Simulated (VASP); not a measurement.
Output of a VASP run:

OSZICAR:
```
       N       E                     dE             d eps       ncg     rms          rms(c)
DAV:   1     0.147645543517E+03    0.14765E+03   -0.10244E+04  2368   0.188E+03
DAV:   2    -0.110108223055E+02   -0.15866E+03   -0.15579E+03  2388   0.408E+02
DAV:   3    -0.194661365376E+02   -0.84553E+01   -0.83780E+01  3638   0.105E+02
DAV:   4    -0.196960466516E+02   -0.22991E+00   -0.22948E+00  2832   0.144E+01
DAV:   5    -0.197056243672E+02   -0.95777E-02   -0.95775E-02  3490   0.269E+00    0.150E+01
DAV:   6    -0.181206798640E+02    0.15849E+01   -0.12986E+01  2588   0.572E+01    0.702E+00
DAV:   7    -0.195173661491E+02   -0.13967E+01   -0.21633E+01  3682   0.526E+01    0.187E+01
DAV:   8    -0.175526937830E+02    0.19647E+01   -0.11712E+01  3470   0.371E+01    0.191E+00
DAV:   9    -0.175878584148E+02   -0.35165E-01   -0.28737E-01  3354   0.558E+00    0.192E+00
DAV:  10    -0.175676329906E+02    0.20225E-01   -0.93428E-02  3494   0.410E+00    0.439E-01
DAV:  11    -0.175666716488E+02    0.96134E-03   -0.58188E-03  3064   0.894E-01    0.203E-01
DAV:  12    -0.175663055009E+02    0.36615E-03   -0.13237E-03  3658   0.324E-01    0.440E-02
DAV:  13    -0.175663032182E+02    0.22827E-05   -0.31596E-05  2496   0.610E-02    0.304E-02
DAV:  14    -0.175662975029E+02    0.57152E-05   -0.31763E-05  3384   0.607E-02    0.531E-03
DAV:  15    -0.175662973309E+02    0.17202E-06   -0.12069E-06  1432   0.180E-02
   1 F= -.16108730E+02 E0= -.16109137E+02  d E =-.161087E+02
```

**OUTCAR**
```
------------------------ aborting loop because EDIFF is reached ----------------------------------------
  FORCE on cell =-STRESS in cart. coord.  units (eV):
  Direction    XX          YY          ZZ          XY          YZ          ZX
  --------------------------------------------------------------------------------------
  Total        1.4416795      1.4416795      1.4416795     -0.0000000     -0.0000000      0.0000000
  in kB       98.9099621     98.9099621     98.9099621     -0.0000000     -0.0000000      0.0000000
  external PRESSURE =      -1.0900379 kB  Pullay stress =     100.0000000 kB
  volume of cell :       23.35
      direct lattice vectors                 reciprocal lattice vectors
     2.858334777  0.000000000  0.000000000     0.349854051  0.000000000  0.000000000
     0.000000000  2.858334777  0.000000000     0.000000000  0.349854051  0.000000000
     0.000000000  0.000000000  2.858334777     0.000000000  0.000000000  0.349854051
 POSITION                                       TOTAL-FORCE (eV/Angst)
 -----------------------------------------------------------------------------------
      0.00000      0.00000      0.00000         0.000000      0.000000      0.000000
      1.42917      1.42917      1.42917         0.000000      0.000000      0.000000
 -----------------------------------------------------------------------------------
    total drift:                                0.000000      0.000000     -0.000000
  FREE ENERGIE OF THE ION-ELECTRON SYSTEM (eV)
  ---------------------------------------------------
  free  energy   TOTEN  =       -17.5662973309 eV

  energy  without entropy=      -17.5675192819  energy(sigma->0) =      -17.56670465
  enthalpy is  TOTEN    =       -16.1087297587 eV   P V=        1.4575675722

 reached required accuracy - stopping structural energy minimisation
```
(Selected blocks of OUTCAR.)

File POSCAR:
```
TiCo
1
    2.8583347769    -0.0000000000     0.0000000000
    0.0000000000     2.8583347769     0.0000000000
   -0.0000000000     0.0000000000     2.8583347769
Ti Co
1 1
Direct
  0.0000000000   0.0000000000   0.0000000000
  0.5000000000   0.5000000000   0.5000000000
```

Problem. Write an INCAR and KPOINTS that could have produced this output.

Solution. This is not unique; one that fits is the input of the run itself, LDA (Ceperley-Alder, Perdew-Zunger), plane waves, VASP's LDA PAW potentials (set 64).

KPOINTS:
```
kpoints
0
gamma
 13 13 13
0 0 0
```

**INCAR**
```
# general
SYSTEM  = TiCo
PREC    = Accurate
ENCUT   = 500
LREAL   = .FALSE.
LASPH   = .TRUE.

# electronic loop
EDIFF   = 1E-6
NELM    = 100
ALGO    = Normal
LMAXMIX = 4

# smearing
ISMEAR  = 1
SIGMA   = 0.1

# ions
IBRION  = 2
NSW     = 40
ISIF    = 3
EDIFFG  = -0.02
PSTRESS = 100

# output
LWAVE   = .FALSE.
LCHARG  = .FALSE.
```

POTCAR, in this order: Ti_sv Co (LDA.64 set). Program: vasp_std.

The compound is TiCo in the CsCl type structure. It was relaxed first under an external pressure of 10 GPa. The run is not spin-polarised, so no magnetic state was tried. The electron count is odd and the run is not spin-polarised, which forces a metal.
